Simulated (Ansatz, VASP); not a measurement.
# Cross-check of Zn3SbN3 between VASP and Ansatz

Wanted: the spread between two codes on one cell, functional and k mesh. The cell is taken from a series of runs on this material, whose earlier steps may have relaxed, scaled, displaced or heated it; both programs get it as it stands.

Program: Ansatz 0.2.0. Level of theory: plane waves, with VASP 6.6.1 beside it; single point at HSE06. Results are calculated unless marked as measured.

**1. Set-up**

Symmetry: Cm, No. 8, monoclinic system. Conventional cell: a = 6.788 Å, b = 6.566 Å, c = 5.577 Å, α = 90.00°, β = 125.21°, γ = 90.00°. Nearest to Zn lie 3 N at 1.95 to 1.96 Å. Zn has 3 N at 1.97 to 2.00 Å nearest. Nearest to Sb lie 3 N at 2.05 to 2.07 Å. N has 3 Zn at 1.96 to 2.00 Å and 1 Sb at 2.07 Å nearest. N has 3 Zn at 1.95 to 1.98 Å and 1 Sb at 2.05 Å nearest. Farther neighbours and most contacts between anions are not listed.

**2. VASP: single point, HSE06**

A single point gives forces, pressure and levels at one fixed geometry, so differences don't come from the geometry; what else differs is listed under the comparison.

Lines of VASP's logs that name or quote its potential files are left out, and so is its time.

The run reads the wave functions of an earlier VASP run, which isn't shown here.

File INCAR:

```
SYSTEM = Zn3SbN3
PREC = Accurate
ENCUT = 520
EDIFF = 1E-06
NELM = 100
ISMEAR = 0
SIGMA = 0.01
LREAL = .FALSE.
ALGO = Normal
LHFCALC = .TRUE.
AEXX = 0.25
GGA = PE
HFSCREEN = 0.208
LASPH = .TRUE.
NBANDS = 35
PRECFOCK = Fast
LORBIT = 11
LWAVE = .FALSE.
LCHARG = .FALSE.
KPAR = 8
NCORE = 2
ISIF = 2
```

File POSCAR:

```
Zn3SbN3
1.0
    3.3938895471     -3.2832481150      0.0000000000
    3.3938895471      3.2832481150      0.0000000000
   -3.2155964401      0.0000000000      4.5561292986
Zn Sb N
3 1 3
Direct
    0.6401409604      0.6401409604      0.1164102750
    0.7594504422      0.3130973596      0.5216009281
    0.3130973596      0.7594504422      0.5216009281
    0.0615066423      0.0615066423      0.0007249820
    0.4113919126      0.9420612287      0.3001819622
    0.9420612287      0.4113919126      0.3001819622
    0.6982114642      0.6982114642      0.8114069724
```

File KPOINTS:

```
Automatic mesh
0
Gamma
4 4 4
0 0 0
```

The projector-augmented-wave data sets are Zn, Sb and N (PBE family, release 64).

The run is started by

```console
$ mpirun -np 16 vasp_std
```

Numbers of over 12 decimals in the logs are rounded to 6 here.

Log:

```text
[banner, memory and clock lines left out]
running   16 mpi-ranks, on    1 nodes
 distrk:  each k-point on    2 cores,    8 groups
 distr:  one band on    2 cores,    1 groups

 POSCAR found type information on POSCAR ZnSbN
 POSCAR found :  3 types and       7 ions
 LDA part: xc-table for (Slater+PW92), standard interpolation
 found WAVECAR, reading the header
 POSCAR, INCAR and KPOINTS ok, starting setup
 FFT: planning ... GRIDC
 FFT: planning ... GRID_SOFT
 FFT: planning ... GRID
 reading WAVECAR
 the WAVECAR file was read successfully
 initial charge from wavefunction
 entering main loop
       N       E                     dE             d eps       ncg     rms          rms(c)
DAV:   1    -0.391144527409E+02   -0.39114E+02   -0.39816E+00  2640   0.415E+01    0.167E+01
DAV:   2    -0.390773422653E+02    0.37110E-01   -0.11502E+00  2039   0.164E+01    0.119E+01
DAV:   3    -0.390868238683E+02   -0.94816E-02   -0.14049E-01  2405   0.429E+00    0.793E+00
DAV:   4    -0.390865844985E+02    0.23937E-03   -0.17177E-02  1869   0.130E+00    0.469E+00
DAV:   5    -0.390860198547E+02    0.56464E-03   -0.11026E-03  2199   0.360E-01    0.279E+00
DAV:   6    -0.390858334650E+02    0.18639E-03   -0.33062E-04  1874   0.129E-01    0.167E+00
DAV:   7    -0.390857800693E+02    0.53396E-04   -0.72243E-05  1957   0.542E-02    0.100E+00
DAV:   8    -0.390857644144E+02    0.15655E-04   -0.11277E-05  1820   0.229E-02    0.600E-01
DAV:   9    -0.390857602360E+02    0.41784E-05   -0.46633E-06  1665   0.149E-02    0.357E-01
DAV:  10    -0.390857597704E+02    0.46561E-06   -0.12929E-06  1204   0.975E-03
   1 F= -.39085760E+02 E0= -.39085760E+02  d E =-.228230E-12
```

From OUTCAR (step 2):

```text
ion  position               nearest neighbor table
   1  0.640  0.640  0.116-   7 1.95   6 1.96   5 1.96   2 2.94   3 2.94   4 3.27   4 3.33   4 3.33

  LATTYP: Found a base centered monoclinic cell.
 ALAT       =     6.7877790942
 B/A-ratio  =     0.9673998135
 C/A-ratio  =     0.8215635177
 COS(beta)  =    -0.5766239722

 Subroutine GETGRP returns: Found  2 space group operations
 (whereof  2 operations were pure point group operations)

The static configuration has the point symmetry C_1h.

 Found     24 irreducible k-points:

   k-points           NKPTS =     24   k-points in BZ     NKDIM =     64   number of bands    NBANDS=     35

   dimension x,y,z NGX =    36 NGY =   36 NGZ =   42
   dimension x,y,z NGXF=    72 NGYF=   72 NGZF=   84

   ENCUT  =  520.0 eV  38.22 Ry    6.18 a.u.   8.78  8.78 10.37*2*pi/ulx,y,z

   NELECT =      56.0000    total number of electrons

 k-points in reciprocal lattice and weights: Automatic mesh
   0.00000000  0.00000000  0.00000000       0.016
   0.25000000  0.00000000 -0.00000000       0.062
   0.50000000  0.00000000 -0.00000000       0.031
   0.25000000  0.25000000 -0.00000000       0.031
   0.50000000  0.25000000 -0.00000000       0.062
  -0.25000000  0.25000000  0.00000000       0.031
   0.50000000  0.50000000 -0.00000000       0.016
   0.00000000  0.00000000  0.25000000       0.031
   0.25000000  0.00000000  0.25000000       0.062
[...]
-0.25000000  0.25000000  0.50000000       0.031
   0.50000000  0.50000000  0.50000000       0.016

  exchange ACFDT corr.  =         0.00000000  see jH, gK, PRB 81, 115126

 average (electrostatic) potential at core
       1 -27.1024       2 -27.1493       3 -27.1493       4 -85.2730       5 -59.2734
       6 -59.2734       7 -59.1517

 E-fermi :   2.7740

 k-point     1 :       0.0000    0.0000    0.0000
  band No.  band energies     occupation
    ...
     24      -0.8464      2.00000
     25      -0.0637      2.00000
     26       1.4102      2.00000
     27       1.7016      2.00000
     28       2.0725      2.00000
     29       6.0814      0.00000
     30       7.0515      0.00000
     31       7.8771      0.00000
     32       8.3112      0.00000
     33       9.2602      0.00000
    ...

 k-point     2 :       0.2500    0.0000   -0.0000
  band No.  band energies     occupation
    ...
     24      -0.2809      2.00000
     25       0.3475      2.00000
     26       1.1099      2.00000
     27       1.5857      2.00000
     28       2.4803      2.00000
     29       6.0923      0.00000
     30       6.9898      0.00000
     31       7.4806      0.00000
     32       8.3948      0.00000
     33      10.2373      0.00000
    ...

 k-point     3 :       0.5000    0.0000   -0.0000
  band No.  band energies     occupation
    ...
     24      -0.0979      2.00000
     25       0.3088      2.00000
     26       1.2403      2.00000
     27       1.3478      2.00000
     28       2.6523      2.00000
     29       5.7668      0.00000
     30       7.0298      0.00000
     31       7.5391      0.00000
     32       9.7971      0.00000
     33      10.4377      0.00000
    ...

  Total       -0.2930100     -0.4071160     -0.3791251      0.0000000      0.0000000     -0.2721677
  in kB       -4.6234435     -6.4239379     -5.9822662      0.0000000      0.0000000     -4.2945707
  external PRESSURE =      -5.6765492 kB  Pullay stress =       0.0000000 kB

  energy-cutoff  :      520.00
  volume of cell :      101.54
      direct lattice vectors                 reciprocal lattice vectors
     3.393889547 -3.283248115  0.000000000     0.147323592 -0.152288217  0.103977124
     3.393889547  3.283248115  0.000000000     0.147323592  0.152288217  0.103977124
    -3.215596440  0.000000000  4.556129299     0.000000000  0.000000000  0.219484552

 POSITION                                       TOTAL-FORCE (eV/Angst)
 -----------------------------------------------------------------------------------
      3.97081      0.00000      0.53038         0.086218      0.000000     -0.057591
      1.96285     -1.46549      2.37648         0.011427      0.104408     -0.026044
      1.96285      1.46549      2.37648         0.011427     -0.104408     -0.026044
      0.41516      0.00000      0.00330        -0.759858      0.000000      0.566951
      3.62821      1.74232      1.36767         0.093068      0.320854     -0.317616
      3.62821     -1.74232      1.36767         0.093068     -0.320854     -0.317616
      2.13015      0.00000      3.69688         0.464650      0.000000      0.177959
 -----------------------------------------------------------------------------------
    total drift:                                0.000852      0.000000      0.000585

  FREE ENERGIE OF THE ION-ELECTRON SYSTEM (eV)
  ---------------------------------------------------
  free  energy   TOTEN  =       -39.0857597704 eV

  energy  without entropy=      -39.0857597704  energy(sigma->0) =      -39.08575977

 total charge
# of ion       s       p       d       tot
------------------------------------------
    1        0.537   0.537   9.869  10.944
    2        0.520   0.515   9.866  10.901
    3        0.520   0.515   9.866  10.901
    4        1.138   1.313   0.132   2.583
    5        1.236   2.455   0.000   3.690
    6        1.236   2.455   0.000   3.690
    7        1.236   2.469   0.000   3.705
--------------------------------------------------
tot          6.422  10.258  29.734  46.414

[... 3 further parts left out ...]
```

The run ends at a pressure of -0.57 GPa, with forces up to 0.95 eV/Å.

(Part 1 of 2 ends here.)

[Lines on the potential files, build, host, timing and source positions are cut from VASP's logs without a mark.]

[Logs are printed without paths, hosts, clocks, repeated set-up lines and the standing remarks that a program may print on its own settings, such as how far it seeks lower states.]

[Hosts, paths, dates, database ids (printed as entryN), source tags and the programs' standing remarks are cut or masked in the printed files.]
